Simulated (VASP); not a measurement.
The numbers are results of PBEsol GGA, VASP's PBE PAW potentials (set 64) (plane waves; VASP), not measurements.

Input for VASP

INCAR:
```
ALGO=Normal
EDIFF=1E-6
ENCUT=400
GGA=PS
ISIF=2
ISMEAR=-1
LASPH=.True.
LCHARG=.False.
LMAXMIX=4
LREAL=.False.
LWAVE=.False.
NELM=100
PREC=Accurate
SIGMA=0.01
SYSTEM=CaPbF6
```

### POSCAR
```
CaPbF6
1
    0.0000000000     4.3169850000     4.3169850000
    4.3169850000     0.0000000000     4.3169850000
    4.3169850000     4.3169850000     0.0000000000
Ca Pb F
1 1 6
Direct
  0.4971200000   0.4973700000   0.5027270000
  0.0028620000   0.0039350000  -0.0073250000
  0.7601140000   0.7566960000   0.2421960000
  0.2333890000   0.2417320000   0.7610060000
  0.2337420000   0.7601380000   0.7606580000
  0.7627720000   0.2386230000   0.2438770000
  0.7604960000   0.2429930000   0.7561670000
  0.2495060000   0.7585130000   0.2406940000
```

### KPOINTS
```
Automatic mesh
0
Gamma
 5 5 5
```

POTCAR, in this order: Ca_sv Pb_d F (PBE.64 set). Program: vasp_std.

Output of the run:

OSZICAR:
```
       N       E                     dE             d eps       ncg     rms          rms(c)
DAV:   1     0.723035445741E+03    0.72304E+03   -0.30069E+04  4922   0.140E+03
DAV:   2     0.344355805339E+02   -0.68860E+03   -0.66240E+03  6004   0.438E+02
DAV:   3    -0.391750590363E+02   -0.73611E+02   -0.73092E+02  5715   0.161E+02
DAV:   4    -0.432771513950E+02   -0.41021E+01   -0.40948E+01  8128   0.377E+01
DAV:   5    -0.433952161614E+02   -0.11806E+00   -0.11803E+00  7042   0.468E+00    0.117E+01
DAV:   6    -0.393661211564E+02    0.40291E+01   -0.16630E+01  7679   0.381E+01    0.500E+00
DAV:   7    -0.392910531305E+02    0.75068E-01   -0.88224E-01  7204   0.625E+00    0.284E+00
DAV:   8    -0.392863947194E+02    0.46584E-02   -0.19339E-01  7206   0.410E+00    0.410E-01
DAV:   9    -0.392923488377E+02   -0.59541E-02   -0.38529E-02  6905   0.126E+00    0.169E-01
DAV:  10    -0.392966479026E+02   -0.42991E-02   -0.39020E-03  7849   0.538E-01    0.926E-02
DAV:  11    -0.392975145651E+02   -0.86666E-03   -0.11524E-03  7183   0.243E-01    0.328E-02
DAV:  12    -0.392976084148E+02   -0.93850E-04   -0.16346E-04  7606   0.113E-01    0.100E-02
DAV:  13    -0.392976067748E+02    0.16400E-05   -0.12712E-05  6991   0.351E-02    0.458E-03
DAV:  14    -0.392976065594E+02    0.21539E-06   -0.20667E-06  4473   0.122E-02
   1 F= -.39297607E+02 E0= -.39297607E+02  d E =-.162735E-11
```

File OUTCAR:
```
------------------------ aborting loop because EDIFF is reached ----------------------------------------
  FORCE on cell =-STRESS in cart. coord.  units (eV):
  Direction    XX          YY          ZZ          XY          YZ          ZX
  --------------------------------------------------------------------------------------
  Total       -7.0241137     -7.6591907     -6.5186441     -0.0834322      0.0377132     -0.0102172
  in kB      -69.9407851    -76.2643988    -64.9077029     -0.8307542      0.3755192     -0.1017351
  external PRESSURE =     -70.3709623 kB  Pullay stress =       0.0000000 kB
  volume of cell :      160.91
      direct lattice vectors                 reciprocal lattice vectors
     0.000000000  4.316985000  4.316985000    -0.115821575  0.115821575  0.115821575
     4.316985000  0.000000000  4.316985000     0.115821575 -0.115821575  0.115821575
     4.316985000  4.316985000  0.000000000     0.115821575  0.115821575 -0.115821575
 POSITION                                       TOTAL-FORCE (eV/Angst)
 -----------------------------------------------------------------------------------
      4.31740      4.31632      4.29320        -0.031664      0.009045      0.214612
      4.30235      4.29772      0.02934         0.551138      0.740357     -1.318849
      4.31220      4.32696      6.54805         0.024759     -0.002168      0.470857
      4.32880      4.29279      2.05109        -0.022581      0.020080      0.670135
      6.56525      4.29281      4.29057        -0.199227      0.035628      0.026591
      2.08295      4.34569      4.32301        -0.324794     -0.029108     -0.022641
      4.31336      6.54741      4.33205         0.033757     -0.030623     -0.030573
      4.31356      2.11619      4.35160        -0.031388     -0.743210     -0.010132
 -----------------------------------------------------------------------------------
    total drift:                                0.001265      0.000012     -0.000741
  FREE ENERGIE OF THE ION-ELECTRON SYSTEM (eV)
  ---------------------------------------------------
  free  energy   TOTEN  =       -39.2976065594 eV

  energy  without entropy=      -39.2976065594  energy(sigma->0) =      -39.29760656
```
(Selected blocks of OUTCAR.)

At this cut-off the stress carries a Pulay error, which pulls relaxed volumes low.

The structure comes from a computed database's CaPbF6 entry; how it stands against other phases isn't given here. The cell was not relaxed at this level, atoms are displaced from their ideal sites. The run is one of a series of settings (KPOINTS 5×5×5 Γ-centred mesh against the base run), some of them coarse on purpose.
